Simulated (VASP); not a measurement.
Output of a VASP run:

File OUTCAR:
```
 ion  position               nearest neighbor table
   1  0.333  0.667  0.250-   2 3.61   2 3.61   2 3.61   2 3.61   2 3.61   2 3.61
   2  0.667  0.333  0.750-   1 3.61   1 3.61   1 3.61   1 3.61   1 3.61   1 3.61
  LATTYP: Found a hexagonal cell.
 ALAT       =     3.7135677058
 C/A-ratio  =     1.5659835638
 Subroutine PRICEL returns:
 Original cell was already a primitive cell.
 Subroutine GETGRP returns: Found 24 space group operations
The static configuration has the point symmetry D_3d.
 The point group associated with its full space group is D_6h.
The dynamic configuration has the point symmetry D_3d.
 Subroutine INISYM returns: Found 24 space group operations
 Subroutine IBZKPT returns following result:
 Found     76 irreducible k-points:

 Following reciprocal coordinates:
            Coordinates               Weight
  0.000000  0.000000  0.000000      1.000000
  0.083333  0.000000  0.000000      6.000000
  0.166667  0.000000  0.000000      6.000000
  0.250000  0.000000  0.000000      6.000000
  0.333333  0.000000  0.000000      6.000000
  0.416667  0.000000  0.000000      6.000000
  0.500000  0.000000  0.000000      3.000000
  0.083333  0.083333  0.000000      6.000000
  0.166667  0.083333  0.000000     12.000000
  0.250000  0.083333  0.000000     12.000000
  0.333333  0.083333  0.000000     12.000000
  0.416667  0.083333  0.000000     12.000000
  0.166667  0.166667  0.000000      6.000000
  0.250000  0.166667  0.000000     12.000000
  0.333333  0.166667  0.000000     12.000000
  0.416667  0.166667  0.000000      6.000000
  0.250000  0.250000  0.000000      6.000000
  0.333333  0.250000  0.000000     12.000000
  0.333333  0.333333  0.000000      2.000000
  0.000000  0.000000  0.142857      2.000000
  0.083333  0.000000  0.142857     12.000000
  0.166667  0.000000  0.142857     12.000000
  0.250000  0.000000  0.142857     12.000000
  0.333333  0.000000  0.142857     12.000000
  0.416667  0.000000  0.142857     12.000000
  0.500000  0.000000  0.142857      6.000000
  0.083333  0.083333  0.142857     12.000000
  0.166667  0.083333  0.142857     24.000000
  0.250000  0.083333  0.142857     24.000000
  0.333333  0.083333  0.142857     24.000000
  0.416667  0.083333  0.142857     24.000000
  0.166667  0.166667  0.142857     12.000000
  0.250000  0.166667  0.142857     24.000000
  0.333333  0.166667  0.142857     24.000000
  0.416667  0.166667  0.142857     12.000000
  0.250000  0.250000  0.142857     12.000000
  0.333333  0.250000  0.142857     24.000000
  0.333333  0.333333  0.142857      4.000000
  0.000000  0.000000  0.285714      2.000000
  0.083333  0.000000  0.285714     12.000000
   k-points           NKPTS =     76   k-points in BZ     NKDIM =     76   number of bands    NBANDS=     13
   number of dos      NEDOS =    301   number of ions     NIONS =      2
   total plane-waves  NPLWV =  37632
   dimension x,y,z NGX =    28 NGY =   28 NGZ =   48
   dimension x,y,z NGXF=    56 NGYF=   56 NGZF=   96
   ions per type =               2
   PREC   = accura    normal or accurate (medium, high low for compatibility)
   ISTART =      0    job   : 0-new  1-cont  2-samecut
   ICHARG =      2    charge: 1-file 2-atom 10-const
   ISPIN  =      1    spin polarized calculation?
   LNONCOLLINEAR =      F non collinear calculations
   LSORBIT =      F    spin-orbit coupling
   INIWAV =      1    electr: 0-lowe 1-rand  2-diag
   ENCUT  =  520.0 eV  38.22 Ry    6.18 a.u.   6.90  6.90 10.81*2*pi/ulx,y,z
   NELM   =    100;   NELMIN=  2; NELMDL= -5     # of ELM steps
   EDIFF  = 0.1E-06   stopping-criterion for ELM
   LREAL  =      F    real-space projection
   NLSPLINE    = F    spline interpolate recip. space projectors
   LMAXMIX     =    6 max onsite mixed and CHGCAR
   VOSKOWN=      0    Vosko Wilk Nusair interpolation
   EDIFFG = -.1E-01   stopping-criterion for IOM
   NSW    =     30    number of steps for IOM
...
```

OSZICAR:
```
       N       E                     dE             d eps       ncg     rms          rms(c)
DAV:   1     0.387531652572E+02    0.38753E+02   -0.88357E+03  1976   0.121E+03
DAV:   2    -0.735241752967E+01   -0.46106E+02   -0.45037E+02  2181   0.234E+02
DAV:   3    -0.912724012215E+01   -0.17748E+01   -0.16751E+01  2642   0.273E+01
DAV:   4    -0.916533467760E+01   -0.38095E-01   -0.37737E-01  2487   0.413E+00
DAV:   5    -0.916639011828E+01   -0.10554E-02   -0.10550E-02  2938   0.515E-01    0.213E+01
DAV:   6    -0.916137011747E+01    0.50200E-02   -0.28397E-02  2269   0.132E+00    0.127E+01
DAV:   7    -0.916944852657E+01   -0.80784E-02   -0.50482E-02  2164   0.177E+00    0.230E-01
DAV:   8    -0.916905835979E+01    0.39017E-03   -0.30275E-03  2361   0.402E-01    0.552E-02
DAV:   9    -0.916908312303E+01   -0.24763E-04   -0.22619E-04  2803   0.109E-01    0.362E-02
DAV:  10    -0.916907927972E+01    0.38433E-05   -0.41328E-05  2401   0.456E-02    0.475E-02
DAV:  11    -0.916908082759E+01   -0.15479E-05   -0.83813E-06  2336   0.198E-02    0.338E-03
DAV:  12    -0.916908088242E+01   -0.54823E-07   -0.34503E-07  2624   0.405E-03
   1 F= -.91690809E+01 E0= -.91689418E+01  d E =-.916908E+01
       N       E                     dE             d eps       ncg     rms          rms(c)
DAV:   1    -0.916912616224E+01   -0.45335E-04   -0.16496E-03  2066   0.293E-01    0.257E-02
DAV:   2    -0.916910458463E+01    0.21578E-04   -0.26528E-05  2386   0.416E-02    0.154E-02
DAV:   3    -0.916909525462E+01    0.93300E-05   -0.12469E-05  2609   0.263E-02    0.779E-03
DAV:   4    -0.916909529918E+01   -0.44558E-07   -0.18101E-06  2589   0.915E-03    0.401E-03
DAV:   5    -0.916909527810E+01    0.21074E-07   -0.39273E-08  1228   0.163E-03
   2 F= -.91690953E+01 E0= -.91689415E+01  d E =-.143957E-04
```

File OUTCAR:
```
------------------------ aborting loop because EDIFF is reached ----------------------------------------
  FORCE on cell =-STRESS in cart. coord.  units (eV):
  Direction    XX          YY          ZZ          XY          YZ          ZX
  --------------------------------------------------------------------------------------
  Total       -0.9433354     -0.9433353     -0.9252680      0.0000000      0.0000000      0.0000000
  in kB      -21.7612996    -21.7612968    -21.3445125      0.0000000      0.0000000      0.0000000
  external PRESSURE =     -21.6223696 kB  Pullay stress =       0.0000000 kB
  volume of cell :       69.45
      direct lattice vectors                 reciprocal lattice vectors
     1.856271324 -3.215156034 -0.000000000     0.269357175 -0.155513448  0.000000000
     1.856271324  3.215156034  0.000000000     0.269357175  0.155513448  0.000000000
     0.000000000  0.000000000  5.818598351     0.000000000 -0.000000000  0.171862696
 POSITION                                       TOTAL-FORCE (eV/Angst)
 -----------------------------------------------------------------------------------
      1.85627      1.07172      1.45465        -0.000000     -0.000000      0.000000
      1.85627     -1.07172      4.36395         0.000000      0.000000      0.000000
 -----------------------------------------------------------------------------------
    total drift:                                0.000000      0.000120     -0.000011
  FREE ENERGIE OF THE ION-ELECTRON SYSTEM (eV)
  ---------------------------------------------------
  free  energy   TOTEN  =        -9.1690952781 eV

  energy  without entropy=       -9.1686339046  energy(sigma->0) =       -9.16894149

 reached required accuracy - stopping structural energy minimisation
```
(Selected blocks of OUTCAR.)

File POSCAR:
```
Gd
1
    1.8567839491    -3.2160439164     0.0000000000
    1.8567839491     3.2160439164     0.0000000000
    0.0000000000     0.0000000000     5.8153859904
Gd
2
Direct
  0.3333330000   0.6666670000   0.2500000000
  0.6666670000   0.3333330000   0.7500000000
```

Q: Reconstruct the remaining input files.

A: Several could match; the one computed here: the input of the run itself, PW91 GGA, plane waves, VASP's PBE PAW potentials (set 64).

**KPOINTS**
```
Automatic mesh
0
Gamma
12 12 7
0 0 0
```

### INCAR
```
! general
SYSTEM   =  Gd
PREC     =  Accurate
ENCUT    =  520
LREAL    =  .False.
LASPH    =  .True.

! electronic loop
EDIFF    =  1E-7
NELM     =  100
ALGO     =  Normal
LMAXMIX  =  6

! smearing
ISMEAR   =  1
SIGMA    =  0.1

! functional
GGA      =  91

! ions
IBRION   =  2
NSW      =  30
ISIF     =  4
EDIFFG   =  -0.01

! output
LWAVE    =  .False.
LCHARG   =  .False.
```

POTCAR, in this order: Gd_3 (PBE.64 set). Program: vasp_std.

The 4f electrons are frozen in the core of the lanthanide potential, so 4f levels, which can set the real gap, and their magnetism are missing.

The compound is Gd in the hcp structure. This cell is one point of a volume scan, at 1.06 of the reference volume. Symmetry was kept, so distortions that lower it aren't found.
